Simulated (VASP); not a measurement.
Computed with AM05 GGA, VASP's PBE PAW potentials (set 64) (plane waves; VASP).

VASP ran on this input.

**INCAR**
```
SYSTEM = CdSe
PREC = Accurate
ENCUT = 520
EDIFF = 1E-6
NELM = 100
ALGO = Normal
LREAL = .FALSE.
LASPH = .TRUE.
ISMEAR = 0
SIGMA = 0.05
GGA = AM
LMAXMIX = 4
LWAVE = .FALSE.
LCHARG = .FALSE.
IBRION = 2
ISIF = 3
NSW = 60
EDIFFG = -0.02
```

File KPOINTS:
```
Automatic mesh
0
Gamma
5 5 3
0 0 0
```

POSCAR:
```
CdSe
1
    2.1671340407    -3.7535860234     0.0000000000
    2.1671340407     3.7535860234     0.0000000000
    0.0000000000     0.0000000000     7.0543769829
Cd Se
2 2
Direct
  0.6666670000   0.3333330000   0.5000891597
  0.3333330000   0.6666670000   0.0000891597
  0.6666670000   0.3333330000   0.8759108403
  0.3333330000   0.6666670000   0.3759108403
```

POTCAR, in this order: Cd Se (PBE.64 set). Program: vasp_std.

What VASP printed:

### OSZICAR
```
       N       E                     dE             d eps       ncg     rms          rms(c)
DAV:   1     0.243427475613E+03    0.24343E+03   -0.17328E+04   440   0.148E+03
DAV:   2     0.104914978062E+01   -0.24238E+03   -0.23787E+03   488   0.349E+02
DAV:   3    -0.120346259009E+02   -0.13084E+02   -0.13006E+02   518   0.816E+01
DAV:   4    -0.121513284861E+02   -0.11670E+00   -0.11666E+00   494   0.746E+00
DAV:   5    -0.121523378630E+02   -0.10094E-02   -0.10093E-02   524   0.641E-01    0.855E+00
DAV:   6    -0.114146739622E+02    0.73766E+00   -0.17286E+00   548   0.136E+01    0.671E+00
DAV:   7    -0.113799762245E+02    0.34698E-01   -0.57229E-01   494   0.427E+00    0.274E+00
DAV:   8    -0.113784044829E+02    0.15717E-02   -0.66522E-02   476   0.294E+00    0.381E-01
DAV:   9    -0.113782539277E+02    0.15056E-03   -0.99875E-03   488   0.131E+00    0.136E-01
DAV:  10    -0.113784781224E+02   -0.22419E-03   -0.11368E-03   488   0.393E-01    0.795E-02
DAV:  11    -0.113786317230E+02   -0.15360E-03   -0.32671E-04   482   0.119E-01    0.212E-02
DAV:  12    -0.113786166202E+02    0.15103E-04   -0.10357E-04   556   0.111E-01    0.971E-03
DAV:  13    -0.113786222514E+02   -0.56312E-05   -0.21092E-05   452   0.332E-02    0.702E-03
DAV:  14    -0.113786221623E+02    0.89128E-07   -0.10215E-06   402   0.522E-03
   1 F= -.11378622E+02 E0= -.11378622E+02  d E =-.113786E+02
       N       E                     dE             d eps       ncg     rms          rms(c)
DAV:   1    -0.113810108659E+02   -0.23886E-02   -0.67788E-02   440   0.253E+00    0.344E-01
DAV:   2    -0.113790316471E+02    0.19792E-02   -0.59300E-03   494   0.953E-01    0.121E-01
DAV:   3    -0.113787813077E+02    0.25034E-03   -0.60221E-04   470   0.204E-01    0.997E-02
DAV:   4    -0.113787328894E+02    0.48418E-04   -0.88761E-05   482   0.701E-02    0.150E-02
DAV:   5    -0.113787304999E+02    0.23895E-05   -0.21846E-05   488   0.551E-02    0.889E-03
DAV:   6    -0.113787306774E+02   -0.17751E-06   -0.25932E-06   328   0.163E-02
   2 F= -.11378731E+02 E0= -.11378731E+02  d E =-.108515E-03
```

OUTCAR:
```
------------------------ aborting loop because EDIFF is reached ----------------------------------------
  FORCE on cell =-STRESS in cart. coord.  units (eV):
  Direction    XX          YY          ZZ          XY          YZ          ZX
  --------------------------------------------------------------------------------------
  Total        0.0233056      0.0233056      0.0281682      0.0000000      0.0000000     -0.0000000
  in kB        0.3261514      0.3261514      0.3942019      0.0000000      0.0000000     -0.0000000
  external PRESSURE =       0.3488349 kB  Pullay stress =       0.0000000 kB
  volume of cell :      114.49
      direct lattice vectors                 reciprocal lattice vectors
     2.164431055 -3.748904315 -0.000000000     0.231007589 -0.133372302  0.000000000
     2.164431055  3.748904315  0.000000000     0.231007589  0.133372302  0.000000000
     0.000000000  0.000000000  7.054611396     0.000000000 -0.000000000  0.141751252
  FREE ENERGIE OF THE ION-ELECTRON SYSTEM (eV)
  ---------------------------------------------------
  free  energy   TOTEN  =       -11.3787306774 eV

  energy  without entropy=      -11.3787306774  energy(sigma->0) =      -11.37873068

 reached required accuracy - stopping structural energy minimisation
```
(Selected blocks of OUTCAR.)

### CONTCAR
```
CdSe
   1.00000000000000
     2.1644310545233294   -3.7489043149150052   -0.0000000000000000
     2.1644310545233294    3.7489043149150052    0.0000000000000000
     0.0000000000000000    0.0000000000000000    7.0546113958420031
  Cd              Se
     2     2
Direct
     0.6666669999999968    0.3333330000000032    0.5000046367443595
     0.3333330000000032    0.6666669999999968    0.0000046367443595
     0.6666669999999968    0.3333330000000032    0.8759953632556453
     0.3333330000000032    0.6666669999999968    0.3759953632556453
```

The compound is CdSe in the wurtzite structure. This run relaxes it. Symmetry was kept, so distortions that lower it aren't found. The start is the result of an earlier pass.
